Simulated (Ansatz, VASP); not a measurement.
# Ni2SeS in two plane-wave programs, part 2 of 2

Wanted: the spread between two codes on one cell, functional and k mesh. The cell is invented: As first built, before any earlier steps moved the atoms (in the runner's words): it takes the MgS structure with some of its atoms replaced by other elements, volume scaled by an estimate. It may not be a known or stable phase. The cell is taken from a series of VASP runs on this material, whose earlier steps may have relaxed, scaled or displaced it; both programs get it as it stands. Other levels of theory on this material are compared in a session of their own.

VASP 6.6.1 and Ansatz 0.2.0.

So far. Step 2 (VASP: band structure, revPBE with D4, spin-orbit …): The run ends at a pressure of 0.27 GPa.

**3. Ansatz: band structure, revPBE with D4, spin-orbit coupling**

Level of this step: Ansatz beside VASP: Kohn-Sham DFT, plane waves, revPBE with D4, spin-orbit coupling (Ansatz).

Ansatz runs on its fully relativistic PAW (standard-fr) files.

The same cell, functional, mesh and smearing now go to Ansatz, which takes its cutoff from its data sets.

input.yaml

```yaml
crystal:
  lattice:
    - [3.3978552123, 0.0, 0.0]
    - [0.0, 3.3978552123, 0.0]
    - [0.0, 0.0, 4.7540606847]
  atoms:
    - { symbol: Se, position: [0.5, 0.5, 0.0], spin: 0.013, spin_axis: [0.0, 0.0, 0.013] }
    - { symbol: Ni, position: [0.5, 0.5, 0.5], spin: 0.026, spin_axis: [0.0, 0.0, 0.026] }
    - { symbol: Ni, position: [0.0, 0.0, 0.0], spin: 0.066, spin_axis: [0.0, 0.0, 0.066] }
    - { symbol: S, position: [0.0, 0.0, 0.5], spin: 0.007, spin_axis: [0.0, 0.0, 0.007] }
hamiltonian:
  xc: revpbe
  pseudopotentials: { kind: paw_fr }
  dispersion: d4
magnetization:
  noncollinear: true
  spin_orbit: true
kpoints:
  mp_grid: { grid: [5, 5, 4] }
  band_path:
    path:
      - [0.0, 0.0, 0.0]
      - [0.0, 0.13333, 0.0]
      - [0.0, 0.3, 0.0]
      - [0.0, 0.46667, 0.0]
      - [0.1, 0.5, 0.0]
      - [0.26667, 0.5, 0.0]
      - [0.43333, 0.5, 0.0]
      - [0.43333, 0.43333, 0.0]
      - [0.26667, 0.26667, 0.0]
      - [0.1, 0.1, 0.0]
      - [0.0, 0.0, 0.03333]
      - [0.0, 0.0, 0.2]
      - [0.0, 0.0, 0.36667]
      - [0.0, 0.0, 0.5]
      - [0.0, 0.16667, 0.5]
      - [0.0, 0.3, 0.5]
      - [0.0, 0.46667, 0.5]
      - [0.1, 0.5, 0.5]
      - [0.26667, 0.5, 0.5]
      - [0.43333, 0.5, 0.5]
      - [0.43333, 0.43333, 0.5]
      - [0.26667, 0.26667, 0.5]
      - [0.1, 0.1, 0.5]
      - [0.0, 0.5, 0.03333]
      - [0.0, 0.5, 0.2]
      - [0.0, 0.5, 0.36667]
      - [0.5, 0.5, 0.0]
      - [0.5, 0.5, 0.16667]
      - [0.5, 0.5, 0.33333]
      - [0.5, 0.5, 0.5]
    npoints: 1
scf:
  occupations: { method: gaussian, width: 0.05 }
  n_extra_bands: 16
output:
  forces: true
  stress: true
  eigenvalues: true
```

The run is started by

```sh
$ ansatz run input.yaml --threads 2 --pin off --max-ram 4608MiB --backend cpu --events-out ev --progress --plain --runs-dir out
```

Numbers of over 12 decimals in the logs are rounded to 6 here.

Log:

```text
Warning: output.stress: scf.convergence.dr2_threshold = 1e-7 eV (the SCF's general default) is looser than the 4e-10 eV advised for a printed stress (1e-10 eV for each atom of the cell: 4). What an SCF threshold leaves in a stress goes as its square root, and in the free energy as the threshold itself, and one threshold admits the most on a small cell: [figures from the program's tests cut] Set scf.convergence.dr2_threshold to 4e-10 eV or tighter. The threshold is an SCF's pass mark: one that does not reach it within its budget of iterations ends unconverged, or closes short of it on a stop that the run arms, and scf.convergence.dr2_threshold's page says what that costs each kind of run
scf.n_extra_bands = 16 over 58 filled bands (N_el = 58.0): the run solves 74 bands
Engine: ansatz 0.2.0, aarch64-unknown-linux-gnu
Pseudopotentials: kind: paw_fr
Pseudopotential: Se, paw_fr, valence charge 16, recommended cutoff 420 eV (normal), Se.paw.azcp#standard-fr
Pseudopotential: Ni, paw_fr, valence charge 18, recommended cutoff 420 eV (normal), Ni.paw.azcp#standard-fr
Pseudopotential: S, paw_fr, valence charge 6, recommended cutoff 420 eV (normal), S.paw.azcp#standard-fr
Functional definition: revPBE
  parameter kappa = 1.245
  parameter beta = 0.066725
  exchange = pbe_x(kappa = kappa, mu = beta*pi^2/3)
  correlation = pbe_c(beta = beta)
Crystal: 4 atoms, lattice volume = 54.888 Å³
Basis set: ecut = 420 eV, 1059 PW (Γ), exchange–correlation on 48×48×64 points (8 copies of the dense FFT grid, shifted against one another)
Bands: 74, of which v1, the nominal top of the filled ones, is band 58 counted from 1 (57 counted from 0)
Symmetry: 8 space group operations + 8 with time reversal
Magnetic group: BNS 123.345 (UNI 1005), of the structure as read, at distance tolerance 3.8e-5 Å
k-points: 18 of 100 (time reversal used)
Projection manifold: j_resolved (fully-relativistic pseudo-atomic orbitals)
Non-local potential: Se, projectors of the file, l = 0: 2, l = 1: 4, l = 2: 6, l = 3: 2
Non-local potential: Ni, projectors of the file, l = 0: 3, l = 1: 4, l = 2: 6, l = 3: 2
Non-local potential: S, projectors of the file, l = 0: 2, l = 1: 4, l = 2: 4
PAW form: soft (Blöchl's): semilocal exchange-correlation on the pseudo side does not see the compensation charge
PAW frozen core: Se, regenerated for the run's functional, and the local potential with it (the file was generated under x = pbe(κ = 0.804, μ = 0.219515), c = pbe(β = 0.066725))
PAW frozen core: Ni, regenerated for the run's functional, and the local potential with it (the file was generated under x = pbe(κ = 0.804, μ = 0.219515), c = pbe(β = 0.066725))
PAW frozen core: S, regenerated for the run's functional, and the local potential with it (the file was generated under x = pbe(κ = 0.804, μ = 0.219515), c = pbe(β = 0.066725))
PAW one-centre angular grid: Se, 590 points (default); XC on 96 Gauss nodes
PAW one-centre angular grid: Ni, 590 points (default); XC on 64 Gauss nodes
PAW one-centre angular grid: S, 110 points (default); XC on 64 Gauss nodes
Initial density: superposition of atomic densities (chi_scale 0.1, normalization cell)
Starting moments: Σ|m| = 0.112 μB on 4 of 4 sites
Initial wavefunctions: pseudopotential atomic-orbital guess
Functional: x = revpbe(κ = 1.245, μ = 0.219515), c = pbe(β = 0.066725)
SCF iter   1: F=—  HF=-18070.643479 eV  |F-HF|=—  |Δ(HF+E_count)|=         —  Δρ=1.71e-1  dr2=1.22e1  dr2_m=3.95e-3  ethr=3.10e-3  |M|=4.37e-2 ∫|m|=4.42e-2 μB  |m|>n=0.0e0 m-floor=0.0e0 τ_xc=0.0e0 mc-row=0.0e0  β_m=0.30  ⟨swp⟩=6.9  Hψ=6359  notcnv=0  defer=27
preconditioner: auto → Kerker (q_TF=auto, 2.753 Å⁻¹)  [metal: Δε(μ)=0.027 eV  Ē_g=10.357 eV  σ=0.050 eV  W_gap=0.29  n_scr=20 (ndim 8)  ℏωp=28.4 eV  f_vac=0.000  D(μ)=3.36/eV (n_scr^D=36)]
spin=Noncollinear: Kerker preconditioning applied to the charge; magnetization (m_x, m_y, m_z) channels mix plain (no charge-response kernel on spin).
SCF iter   2: F=—  HF=-18069.408002 eV  |F-HF|=—  |Δ(HF+E_count)|=    1.24e0  Δρ=4.98e-2  dr2=4.55e-1  dr2_m=9.98e-4  ethr=3.10e-3  |M|=6.29e-2 ∫|m|=6.32e-2 μB  |m|>n=0.0e0 m-floor=0.0e0 τ_xc=8.5e-7 mc-row=0.0e0  β_m=0.30  ⟨swp⟩=3.0  Hψ=2710  notcnv=0  defer=176
SCF iter   3: F=—  HF=-18069.262716 eV  |F-HF|=—  |Δ(HF+E_count)|=   1.45e-1  Δρ=4.24e-2  dr2=8.48e-1  dr2_m=8.75e-4  ethr=7.85e-4  |M|=5.14e-2 ∫|m|=5.27e-2 μB  |m|>n=0.0e0 m-floor=0.0e0 τ_xc=2.2e-6 mc-row=0.0e0  β_m=0.30  ⟨swp⟩=2.6  Hψ=2672  notcnv=0  defer=168
SCF iter   4: F=—  HF=-18069.208398 eV  |F-HF|=—  |Δ(HF+E_count)|=   5.43e-2  Δρ=3.28e-2  dr2=4.65e-1  dr2_m=1.37e-3  ethr=7.85e-4  |M|=3.29e-2 ∫|m|=3.45e-2 μB  |m|>n=0.0e0 m-floor=0.0e0 τ_xc=2.3e-6 mc-row=0.0e0  β_m=0.30  ⟨swp⟩=2.1  Hψ=1386  notcnv=0  defer=168
SCF iter   5: F=—  HF=-18069.133460 eV  |F-HF|=—  |Δ(HF+E_count)|=   7.49e-2  Δρ=1.28e-2  dr2=6.05e-2  dr2_m=2.33e-4  ethr=7.85e-4  |M|=4.86e-2 ∫|m|=4.89e-2 μB  |m|>n=0.0e0 m-floor=0.0e0 τ_xc=1.6e-6 mc-row=0.0e0  β_m=0.30  ⟨swp⟩=2.3  Hψ=1742  notcnv=0  defer=168
[...]
Mixer restart at iter 8: flushing history
spin-set hold released at iteration 8 (site moments contracting): the magnetisation degrees of freedom join the quasi-Newton model from the next iteration; the mixer history was flushed
SCF iter   9: F=—  HF=-18069.144187 eV  |F-HF|=—  |Δ(HF+E_count)|=   8.32e-4  Δρ=1.78e-3  dr2=1.17e-3  dr2_m=6.61e-5  ethr=1.39e-6  |M|=5.05e-2 ∫|m|=5.10e-2 μB  |m|>n=0.0e0 m-floor=0.0e0 τ_xc=2.9e-6 mc-row=0.0e0  β_m=0.48  ⟨swp⟩=2.0  Hψ=1535  notcnv=0  defer=168
[...]
SCF iter  25: F=-18069.145627 eV  HF=-18069.145657 eV  |F-HF|=2.98e-5  |Δ(HF+E_count)|=   9.55e-5  Δρ=8.30e-4  dr2=4.67e-5  dr2_m=8.68e-5  ethr=3.43e-9  |M|=2.35e-1 ∫|m|=2.51e-1 μB  |m|>n=0.0e0 m-floor=0.0e0 τ_xc=8.2e-5 mc-row=0.0e0  β_m=0.98  ⟨swp⟩=3.1  Hψ=3017  notcnv=0  defer=168
SCF iter  26: F=-18069.145739 eV  HF=-18069.145756 eV  |F-HF|=1.72e-5  |Δ(HF+E_count)|=   9.90e-5  Δρ=4.19e-4  dr2=2.15e-5  dr2_m=2.21e-5  ethr=3.43e-9  |M|=2.70e-1 ∫|m|=2.88e-1 μB  |m|>n=0.0e0 m-floor=0.0e0 τ_xc=1.1e-4 mc-row=0.0e0  β_m=1.00  ⟨swp⟩=3.1  Hψ=3230  notcnv=0  defer=168
SCF iter  27: F=-18069.145761 eV  HF=-18069.145780 eV  |F-HF|=1.92e-5  |Δ(HF+E_count)|=   2.46e-5  Δρ=2.02e-4  dr2=2.13e-5  dr2_m=1.13e-6  ethr=3.43e-9  |M|=3.01e-1 ∫|m|=3.20e-1 μB  |m|>n=0.0e0 m-floor=0.0e0 τ_xc=1.3e-4 mc-row=0.0e0  β_m=0.88  ⟨swp⟩=3.1  Hψ=3202  notcnv=0  defer=168
SCF iter  28: F=-18069.145724 eV  HF=-18069.145751 eV  |F-HF|=2.69e-5  |Δ(HF+E_count)|=   2.91e-5  Δρ=4.34e-4  dr2=3.60e-5  dr2_m=2.38e-5  ethr=3.43e-9  |M|=2.68e-1 ∫|m|=2.85e-1 μB  |m|>n=0.0e0 m-floor=0.0e0 τ_xc=1.1e-4 mc-row=0.0e0  β_m=0.88  ⟨swp⟩=3.0  Hψ=3228  notcnv=0  defer=168  recentre
SCF iter  29: F=-18069.145778 eV  HF=-18069.145781 eV  |F-HF|=2.75e-6  |Δ(HF+E_count)|=   2.99e-5  Δρ=8.89e-5  dr2=2.60e-6  dr2_m=8.24e-7  ethr=3.43e-9  |M|=2.99e-1 ∫|m|=3.17e-1 μB  |m|>n=0.0e0 m-floor=0.0e0 τ_xc=1.3e-4 mc-row=0.0e0  β_m=0.72  ⟨swp⟩=3.0  Hψ=3195  notcnv=0  defer=168
SCF iter  30: F=-18069.145780 eV  HF=-18069.145781 eV  |F-HF|=9.25e-7  |Δ(HF+E_count)|=   1.91e-7  Δρ=4.59e-5  dr2=9.81e-7  dr2_m=9.57e-8  ethr=3.43e-9  |M|=2.96e-1 ∫|m|=3.15e-1 μB  |m|>n=0.0e0 m-floor=0.0e0 τ_xc=1.3e-4 mc-row=0.0e0  β_m=0.77  ⟨swp⟩=2.2  Hψ=2023  notcnv=0  defer=168
SCF iter  31: F=-18069.145780 eV  HF=-18069.145781 eV  |F-HF|=8.72e-7  |Δ(HF+E_count)|=   8.74e-8  Δρ=4.94e-5  dr2=8.31e-7  dr2_m=1.31e-7  ethr=1.69e-9  |M|=2.95e-1 ∫|m|=3.13e-1 μB  |m|>n=0.0e0 m-floor=0.0e0 τ_xc=1.3e-4 mc-row=0.0e0  β_m=0.61  ⟨swp⟩=2.0  Hψ=2025  notcnv=0  defer=168
SCF iter  32: F=-18069.145781 eV  HF=-18069.145781 eV  |F-HF|=2.94e-7  |Δ(HF+E_count)|=   1.18e-7  Δρ=2.73e-5  dr2=3.35e-7  dr2_m=7.07e-8  ethr=1.43e-9  |M|=2.95e-1 ∫|m|=3.13e-1 μB  |m|>n=0.0e0 m-floor=0.0e0 τ_xc=1.3e-4 mc-row=0.0e0  β_m=0.62  ⟨swp⟩=2.0  Hψ=1499  notcnv=0  defer=168
SCF iter  33: F=-18069.145781 eV  HF=-18069.145781 eV  |F-HF|=5.42e-8  |Δ(HF+E_count)|=   5.80e-8  Δρ=1.02e-5  dr2=5.98e-8  dr2_m=3.14e-9  ethr=1.72e-10  |M|=2.96e-1 ∫|m|=3.14e-1 μB  |m|>n=0.0e0 m-floor=0.0e0 τ_xc=1.3e-4 mc-row=0.0e0  β_m=0.71  ⟨swp⟩=8.8  Hψ=6569  notcnv=0
SCF iter  34: F=-18069.145781 eV  HF=-18069.145781 eV  |F-HF|=1.58e-8  |Δ(HF+E_count)|=   1.56e-9  Δρ=5.36e-6  dr2=1.72e-8  dr2_m=2.68e-10  ethr=1.03e-10  |M|=2.96e-1 ∫|m|=3.14e-1 μB  |m|>n=0.0e0 m-floor=0.0e0 τ_xc=1.3e-4 mc-row=0.0e0  ⟨swp⟩=3.5  Hψ=3673  notcnv=0
at 7 of the mixer's solves, the last at iteration 26, it left a direction of its history that read negative out of its fit and stepped the other way along it
SCF 1 converged in 34 iterations: F = -18069.145781 eV  dr2 = 1.72e-8
  greatest PAW one-centre occupation: 1.001 electrons in one spin orbital (limit 2), on the Ni atom at site 2 (counted from 0), in its partial waves of l = 1
NSCF: frozen V_eff on 30 k-points
SCF converged after 34 iterations
Magnetization: |M| = 0.2962 μB,  M = (-0.0000, -0.0000, +0.2962) μB
Absolute magnetization: 0.3161 μB (∫|m|, with the PAW one-centre terms)
  site 0: m = (+0.0000, +0.0000, -0.0017) μB, |m| = 0.0017 μB  (R = 0.98 Å)
  site 1: m = (-0.0000, -0.0000, +0.1907) μB, |m| = 0.1907 μB  (R = 0.98 Å)
  site 2: m = (-0.0000, -0.0000, +0.0399) μB, |m| = 0.0399 μB  (R = 0.98 Å)
  site 3: m = (+0.0000, +0.0000, +0.0457) μB, |m| = 0.0457 μB  (R = 0.98 Å)
Free energy (F): -18069.145781 eV
Harris-Foulkes:  -18069.145781 eV  (|F-HF|=1.58e-8)
Internal energy: -18069.140963 eV  (E = F + TS)
E sigma→0 (E₀):  -18069.143372 eV
Entropy (-TS):   -0.004818 eV (-1.204 meV/atom)
Fermi energy:    14.540852 eV
--- Per-component energies (eV) ---
  E_band       = -951.424253
  E_kinetic    = 795.821473
  E_local      = -10406.570643  (includes V_loc(G=0)·N_el)
  E_nonlocal   = 717.244999
  E_hartree    = 4601.364313
  E_xc         = -371.457368
  E_vxc        = -404.840316  (∫ρ·V_xc dr)
  E_paw        = -5797.384397  (= ΣΔE_a)
  E_vpaw       = -855.812163  (= ΣTr[D̂ρ^β])
  E_aug_tail   = 0.000567  (compensation charges beyond the density's cutoff)
  E_ewald      = -7604.302629
  E_disp       = -3.569633  (pairwise vdW)
  E_core_change = -0.287645  (= ΣΔE_core)
  E_smearing   = -0.004818  (= −TS)
  E_closure    = 0.000000  (closes the sum)
  Σ components = -18069.145781   (vs F -18069.145781, Δ=0.00e0)
--- Forces (eV/Å), atoms counted from 1 ---
  atom   1  Se     0.00000000     0.00000000     0.00000000
  atom   2  Ni     0.00000000     0.00000000     0.00000000
  atom   3  Ni    -0.00000000     0.00000000     0.00000000
  atom   4  S     -0.00000000    -0.00000000     0.00000000
  max |Σ_I F_I| component: 1.30e-18 eV/Å
--- Stress (GPa, compression-positive) ---
        0.907969       0.000000       0.000000
        0.000000       0.907969       0.000000
        0.000000       0.000000      -0.643432
  P = ⅓ Tr σ = 0.3908 GPa (3.908 kbar)
--- Band table (eV; the first three rows and the last of 18) ---
  k-point 0: bands = [... 54 lower, 13.5522, 13.5581, 13.6469, 13.8209, 13.8657, 13.8671, 13.9165, 13.9451, ... 12 higher]
  k-point 1: bands = [... 54 lower, 13.8624, 13.9098, 14.0679, 14.1162, 14.1195, 14.2034, 14.2249, 14.3816, ... 12 higher]
  k-point 2: bands = [... 54 lower, 13.8770, 13.9524, 14.0809, 14.1507, 14.3651, 14.4590, 14.5467, 14.5717, ... 12 higher]
  k-point 17: bands = [... 54 lower, 13.5302, 13.5367, 13.5914, 13.7531, 14.2894, 14.3194, 14.3658, 14.5154, ... 12 higher]
```

The job ended after 1.8 min (2 threads of Arm Neoverse N1, shared host; peak memory 0.67 GiB; 3.5 min of CPU time).

**4. Side by side**

Known differences besides the potentials themselves: spin-orbit coupling enters by fully relativistic files in Ansatz and inside the spheres in VASP; non-collinear GGA is multicollinear in Ansatz and locally collinear in VASP; the data sets hold 58 valence electrons in Ansatz (fully relativistic PAW (standard-fr) files) and 32 in VASP; the cutoff is 420 eV in Ansatz and 400 eV in VASP; Ansatz makes its cores anew for this functional, VASP keeps those of its PBE data sets; site moments are counted in spheres of each program's own size. Total energies have different zeros and are not compared.

The two programs side by side:

```csv
quantity,Ansatz,VASP,difference
pressure (GPa),0.39,0.27,+0.12
"moment on Ni2, size (μB)",0.19,0.17,+0.02
"moment on S4, size (μB)",0.05,0.04,+0.01
```

Levels from 3 eV below to 2 eV above the Fermi level differ by 10 meV r.m.s. and 39 meV at most; each VASP level is matched to the nearest of Ansatz, which flatters the figure a little. Ansatz's pressure holds a Pulay correction of 0.05 GPa; VASP's holds none.

**5. Results**

```yaml
r_m_s_difference_of_levels_near_the_fermi_level_band_structure_revpbe_with_d4_spin_orbit_coupling: 10 meV
```

What this shows: The r.m.s. difference of levels near the Fermi level is 10 meV (band structure, revPBE with D4, spin-orbit coupling), within the 80 meV picked in this series as the mark of a large difference. 3 further runs of this series are not shown here. Such differences can come from data sets, numerical settings and the points named under the comparisons, not from the functional's error against experiment.

[Lines on the potential files, build, host, timing and source positions are cut from VASP's logs without a mark.]

[Logs are printed without paths, hosts, clocks, repeated set-up lines and the standing remarks that a program may print on its own settings, such as how far it seeks lower states.]

[Hosts, paths, dates, database ids (printed as entryN), source tags and the programs' standing remarks are cut or masked in the printed files.]
